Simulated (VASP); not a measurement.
Calculation: LDA (Ceperley-Alder, Perdew-Zunger), VASP's LDA PAW potentials (set 64) (plane waves; VASP 6.6.1).

Input for VASP

INCAR:
```
LASPH=.TRUE.
SIGMA=0.01
ISIF=2
NELM=100
LCHARG=.FALSE.
PREC=Accurate
EDIFF=1E-6
SYSTEM=HfSiO4
LWAVE=.FALSE.
ENCUT=280   # plane-wave cut-off (eV)
LMAXMIX=6   # l cut-off of mixed one-centre charges
LREAL=.FALSE.
ALGO=Normal   # blocked Davidson
ISMEAR=0   # Gaussian
```

KPOINTS:
```
Automatic mesh
0
Gamma
8 8 8
0 0 0
```

POSCAR:
```
HfSiO4
5.5541890
 -0.5946117426   0.5946117426   0.5411780190
  0.5946117426  -0.5946117426   0.5411780190
  0.5946117426   0.5946117426  -0.5411780190
Hf Si O
2 2 8
Cartesian
  0.0000000000   0.0000000000   0.0000000000
  0.0000000000   0.5946117426   0.2705890095
  0.5946117426   0.0000000000   0.2705890095
  0.0000000000   0.0000000000   0.5411780190
  0.5946117426   0.3744745833  -0.1956899717
  0.8147489019  -0.0000000000   0.0748990378
 -0.0000000000   0.2201371593   0.3454880473
  0.3744745833   0.0000000000   0.0748990378
  0.5946117426   0.2201371593   0.4662789811
  0.2201371593   0.0000000000   0.7368679906
  0.5946117426  -0.2201371593   0.4662789811
  0.3744745833   0.5946117426   0.1956899717
```

POTCAR, in this order: Hf_pv Si O (LDA.64 set). Program: vasp_std.

The run wrote:

OUTCAR:
```
 ion  position               nearest neighbor table
   1  0.000  0.000  0.000-   8 2.12   9 2.12   6 2.12  11 2.12   7 2.28  12 2.28   5 2.28  10 2.28
                             4 3.01   4 3.01   2 3.63   2 3.63   2 3.63   2 3.63
   2  0.750  0.250  0.500-   5 2.12  10 2.12   7 2.12  12 2.12   6 2.28  11 2.28   9 2.28   8 2.28
                             3 3.01   3 3.01   1 3.63   1 3.63   1 3.63   1 3.63
   3  0.250  0.750  0.500-   6 1.64  11 1.64   9 1.64   8 1.64   2 3.01   2 3.01
   4  0.500  0.500  0.000-   7 1.64  12 1.64  10 1.64   5 1.64   1 3.01   1 3.01
   5  0.134  0.319  0.815-   4 1.64   2 2.12   1 2.28
   6  0.069  0.754  0.685-   3 1.64   1 2.12   2 2.28
   7  0.504  0.319  0.185-   4 1.64   2 2.12   1 2.28
   8  0.069  0.384  0.315-   3 1.64   1 2.12   2 2.28
   9  0.616  0.931  0.685-   3 1.64   1 2.12   2 2.28
  10  0.681  0.866  0.185-   4 1.64   2 2.12   1 2.28
  11  0.246  0.931  0.315-   3 1.64   1 2.12   2 2.28
  12  0.681  0.496  0.815-   4 1.64   2 2.12   1 2.28
  LATTYP: Found a body centered tetragonal cell.
 ALAT       =     6.6051720000
 C/A-ratio  =     0.9101367837
 Subroutine PRICEL returns:
 Original cell was already a primitive cell.
 Subroutine GETGRP returns: Found 16 space group operations
The static configuration has the point symmetry D_2d.
 The point group associated with its full space group is D_4h.
The dynamic configuration has the point symmetry D_2d.
 Subroutine INISYM returns: Found 16 space group operations
...
```

**OSZICAR**
```
       N       E                     dE             d eps       ncg     rms          rms(c)
DAV:   1     0.331755640091E+03    0.33176E+03   -0.30348E+04  5518   0.102E+03
DAV:   2    -0.113638174461E+03   -0.44539E+03   -0.43483E+03  6576   0.308E+02
DAV:   3    -0.133330014265E+03   -0.19692E+02   -0.19642E+02  6252   0.693E+01
DAV:   4    -0.133578337786E+03   -0.24832E+00   -0.24794E+00  6804   0.802E+00
DAV:   5    -0.133582680492E+03   -0.43427E-02   -0.43404E-02  6511   0.936E-01    0.742E+01
DAV:   6    -0.121067870886E+03    0.12515E+02   -0.49728E+01  6370   0.300E+01    0.593E+01
DAV:   7    -0.120407791521E+03    0.66008E+00   -0.35872E+00  6684   0.864E+00    0.340E+01
DAV:   8    -0.120302001201E+03    0.10579E+00   -0.36293E-01  6306   0.340E+00    0.527E+00
DAV:   9    -0.120278607729E+03    0.23393E-01   -0.79921E-02  6098   0.142E+00    0.195E+00
DAV:  10    -0.120277893498E+03    0.71423E-03   -0.60110E-03  6634   0.390E-01    0.226E-01
DAV:  11    -0.120277852432E+03    0.41066E-04   -0.70369E-04  6372   0.126E-01    0.280E-01
DAV:  12    -0.120277847540E+03    0.48920E-05   -0.65049E-05  6741   0.348E-02    0.198E-01
DAV:  13    -0.120277847580E+03   -0.40142E-07   -0.16677E-05  6132   0.209E-02    0.234E-02
DAV:  14    -0.120277847487E+03    0.92763E-07   -0.14822E-06  4557   0.617E-03
   1 F= -.12027785E+03 E0= -.12027785E+03  d E =-.407322E-33
```

OUTCAR:
```
------------------------ aborting loop because EDIFF is reached ----------------------------------------
  FORCE on cell =-STRESS in cart. coord.  units (eV):
  Direction    XX          YY          ZZ          XY          YZ          ZX
  --------------------------------------------------------------------------------------
  Total      -59.4306040    -59.4306040    -59.2870570      0.0000000      0.0000000      0.0000000
  in kB     -726.0920157   -726.0920157   -724.3382339      0.0000000      0.0000000      0.0000000
  external PRESSURE =    -725.5074218 kB  Pullay stress =       0.0000000 kB
  volume of cell :      131.14
      direct lattice vectors                 reciprocal lattice vectors
    -3.302586000  3.302586000  3.005805000     0.000000000  0.151396512  0.166344789
     3.302586000 -3.302586000  3.005805000     0.151396512  0.000000000  0.166344789
     3.302586000  3.302586000 -3.005805000     0.151396512  0.151396512  0.000000000
 POSITION                                       TOTAL-FORCE (eV/Angst)
 -----------------------------------------------------------------------------------
      0.00000      0.00000      0.00000        -0.000000     -0.000000      0.000000
      0.00000      3.30259      1.50290        -0.000000     -0.000000      0.000000
      3.30259      0.00000      1.50290        -0.000000     -0.000000      0.000000
      0.00000      0.00000      3.00581        -0.000000     -0.000000      0.000000
      3.30259      2.07990     -1.08690        -0.000000      0.008244     -0.096922
      4.52527      0.00000      0.41600        -0.008244      0.000000     -0.096922
      0.00000      1.22268      1.91891         0.000000     -0.008244     -0.096922
      2.07990      0.00000      0.41600         0.008244     -0.000000     -0.096922
      3.30259      1.22268      2.58980        -0.000000     -0.008244      0.096922
      1.22268      0.00000      4.09270        -0.008244      0.000000      0.096922
      3.30259     -1.22268      2.58980        -0.000000      0.008244      0.096922
      2.07990      3.30259      1.08690         0.008244     -0.000000      0.096922
 -----------------------------------------------------------------------------------
    total drift:                               -0.000000     -0.000000      0.000000
  FREE ENERGIE OF THE ION-ELECTRON SYSTEM (eV)
  ---------------------------------------------------
  free  energy   TOTEN  =      -120.2778474874 eV

  energy  without entropy=     -120.2778474874  energy(sigma->0) =     -120.27784749
```
(Selected blocks of OUTCAR.)

File OUTCAR:
```
 val. band max:        2.9497837139   @ k =   0.0000   0.0000   0.0000

 cond. band min:       8.1075528166   @ k =   0.3750   0.2500   0.1250


 Fermi energy:         3.0306957648

 k-point     1 :       0.0000    0.0000    0.0000
  band No.  band energies     occupation
      1     -26.2765      2.00000
      2     -26.2765      2.00000
      3     -26.2046      2.00000
      4     -26.1952      2.00000
      5     -26.1040      2.00000
      6     -26.1040      2.00000
      7     -16.1362      2.00000
      8     -15.0771      2.00000
      9     -14.3047      2.00000
     10     -14.1774      2.00000
     11     -13.6969      2.00000
     12     -13.6969      2.00000
     13     -13.6473      2.00000
     14     -13.6473      2.00000
     15      -4.8403      2.00000
     16      -3.2854      2.00000
     17      -2.9786      2.00000
     18      -2.4758      2.00000
     19      -2.4758      2.00000
     20      -1.7401      2.00000
     21      -1.4484      2.00000
     22      -1.2373      2.00000
     23      -0.4601      2.00000
     24      -0.2844      2.00000
     25      -0.2844      2.00000
     26      -0.0306      2.00000
     27       0.3858      2.00000
     28       0.3858      2.00000
     29       1.2098      2.00000
     30       1.2098      2.00000
     31       2.0795      2.00000
     32       2.0795      2.00000
     33       2.0849      2.00000
     34       2.2082      2.00000
     35       2.2921      2.00000
     36       2.3053      2.00000
     37       2.3053      2.00000
     38       2.9498      2.00000
     39       8.5006      0.00000
     40       8.7059      0.00000
     41       8.8171      0.00000
     42       8.9016      0.00000
     43       8.9016      0.00000
     44       9.7861      0.00000
     45      10.0124      0.00000

 k-point     2 :       0.1250    0.0000   -0.0000
  band No.  band energies     occupation
      1     -26.2774      2.00000
      2     -26.2762      2.00000
      3     -26.2009      2.00000
...
```

At this cut-off the stress carries a Pulay error, which pulls relaxed volumes low.  Unless said otherwise, spin-orbit coupling is left out, though it shifts the bands of the heavy elements here.

The structure comes from a computed database's HfSiO4 entry; how it stands against other phases isn't given here. The cell was not relaxed at this level. The run is one of a series of settings (ENCUT = 280, GGA removed, KPOINTS 8×8×8 Γ-centred mesh, POTCAR Hf_pv Si O (LDA.64 set) against the base run), some of them coarse on purpose.
